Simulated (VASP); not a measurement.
# MnIn11As12 (a cell with a defect): single point with PBEsol+U

Crystal: MnIn11As12 (a cell with a defect).

```
Mn In As
1.0
     0.00000    9.08700    9.08700
     6.05800    0.00000    6.05800
     6.05800    6.05800    0.00000
Mn In As
1 11 12
Direct
  0.00000 0.00000 0.00000
  0.00000 0.00000 0.50000
  0.00000 0.50000 0.00000
  0.00000 0.50000 0.50000
  0.33333 0.00000 0.00000
  0.33333 0.00000 0.50000
  0.33333 0.50000 0.00000
  0.33333 0.50000 0.50000
  0.66667 0.00000 0.00000
  0.66667 0.00000 0.50000
  0.66667 0.50000 0.00000
  0.66667 0.50000 0.50000
  0.08333 0.12500 0.12500
  0.08333 0.12500 0.62500
  0.08333 0.62500 0.12500
  0.08333 0.62500 0.62500
  0.41667 0.12500 0.12500
  0.41667 0.12500 0.62500
  0.41667 0.62500 0.12500
  0.41667 0.62500 0.62500
  0.75000 0.12500 0.12500
  0.75000 0.12500 0.62500
  0.75000 0.62500 0.12500
  0.75000 0.62500 0.62500
```

- Program: VASP 6.6.1
- Task: single point
- Functional: PBEsol
- Potentials or basis: VASP PAW PBE potentials, release 64 (Mn_pv, In_d, As)
- Cutoff: 350 eV
- k mesh: 2 × 2 × 2
- Occupations: gaussian, width 0.03 eV
- Spin: collinear spin, ferromagnetic start
- Starting moments: [4.0, 0.0, 0.0, 0.0, 0.0, 0.0, 0.0, 0.0, 0.0, 0.0, 0.0, 0.0, 0.0, 0.0, 0.0, 0.0, 0.0, 0.0, 0.0, 0.0, 0.0, 0.0, 0.0, 0.0] μB
- Fixed moment: 4 μB
- Hubbard terms: Mn d U = 3.5 eV

```json
{
  "Pressure": "0.3 GPa",
  "Largest force": "0.583 eV/Å",
  "Net moment": "4.00 μB per cell",
  "Site moments": "Mn +4.40; In -0.00, +0.00, -0.01; As -0.09, -0.02, -0.01, -0.05 μB",
  "Valence electrons inside the program's atomic spheres": "Mn 11.32; In 11.46, 11.47; As 2.79, 2.81, 2.80"
}
```

Forces on the atoms (eV/Å):
```
Mn   0.050 -0.062 -0.062
In   0.015 -0.033  0.077
In   0.015  0.077 -0.033
In  -0.076 -0.029 -0.029
In   0.094 -0.069 -0.069
In   0.057 -0.113 -0.055
In   0.057 -0.055 -0.113
In  -0.006 -0.008 -0.008
In   0.124  0.019  0.019
In  -0.048 -0.132  0.042
In  -0.048  0.042 -0.132
In  -0.001 -0.008 -0.008
As  -0.345 -0.271 -0.271
As   0.267  0.382 -0.268
As   0.267 -0.268  0.382
As   0.007  0.007  0.007
As  -0.102  0.056  0.056
As   0.026  0.043 -0.010
As   0.026 -0.010  0.043
As  -0.022  0.018  0.018
As  -0.318  0.346  0.346
As  -0.018  0.032  0.013
As  -0.018  0.013  0.032
As  -0.001  0.024  0.024
```

Stress tensor (GPa, compression positive):
```
 0.33  0.15  0.15
 0.15  0.29 -0.15
 0.15 -0.15  0.29
```

Eigenvalues of the final occupation matrices:
```
    site  spin  trace               eigenvalues
site 1 d     1   4.59  0.91 0.91 0.92 0.92 0.92
site 1 d     2   0.26  0.02 0.02 0.07 0.08 0.08
```

Wall time 14 min on 1 thread of Intel(R) Xeon(R) Platinum 8559C (Emerald Rapids) (shared host), peak memory 0.9 GiB.

Caveat: the k mesh is coarse (spacing up to 0.45 Å⁻¹), so the values aren't converged; the PAW data sets were made with another functional, which shifts forces and pressure a little; the total moment is fixed, so each spin has its own Fermi level; only a ferromagnetic start was run, and an antiferromagnetic order may lie lower in energy; the U is typed as a test and isn't derived for this compound. The state reached can hang on the start; a lower one may exist.
